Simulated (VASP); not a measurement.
Crystal: BiS.

```
Bi S
1.0
     2.10927    1.21779    3.50049
    -2.10927    1.21779    3.50049
     0.00000   -2.43558    3.50049
Bi S
1 1
Direct
  0.00000 0.00000 0.00000
  0.50000 0.50000 0.50000
```

The cell was built by a generator and needn't be a form met in nature.

```yaml
Program: VASP 6.6.1
Task: relaxation of cell and atoms
Functional: PBE
Potentials_or_basis: VASP PAW PBE potentials, release 64 (Bi, S)
Cutoff: 900 eV
k_mesh: 8 × 8 × 8
Occupations: fermi-dirac, width 0.05 eV
Spin: no spin polarisation
```

At the start: pressure -1.5 GPa; volume 26.97 Å³/atom.

Question: Where does the relaxation end?

Answer: Over 14 steps the energy falls by 58.3 meV/atom and the volume is 25.18 Å³/atom (-6.7 %); space group R-3m (No. 166, to 0.05 Å).

Step by step:
| step | energy change (eV) | largest force (eV/Å) | pressure (GPa) | volume (Å³) |
| --- | --- | --- | --- | --- |
| 1 | 0.0000 | 0.0000 | -1.51 | 53.95 |
| 2 | -0.0060 | 0.0000 | 0.72 | 51.99 |
| 3 | -0.0070 | 0.0000 | 0.06 | 52.53 |
| 4 | -0.0081 | 0.0000 | 0.07 | 52.50 |
| 5 | -0.0127 | 0.0000 | 0.10 | 52.42 |
| 6 | -0.0273 | 0.0000 | 0.05 | 52.21 |
| 7 | -0.0753 | 0.0000 | -0.16 | 51.68 |
| 8 | -0.1067 | 0.0000 | -0.50 | 50.18 |
| 9 | -0.1150 | 0.0000 | -0.43 | 50.88 |
| 10 | -0.1161 | 0.0000 | -0.44 | 50.74 |
| 11 | -0.1145 | 0.0000 | 0.66 | 49.67 |
| 12 | -0.1166 | 0.0000 | -0.08 | 50.38 |
| 13 | -0.1166 | 0.0000 | 0.05 | 50.34 |
| 14 | -0.1167 | 0.0000 | -0.01 | 50.36 |

Final structure:
```
Bi S
1.0
     1.91371    1.10488    3.96933
    -1.91371    1.10488    3.96933
     0.00000   -2.20977    3.96933
Bi S
1 1
Direct
  0.00000 0.00000 0.00000
  0.50000 0.50000 0.50000
```
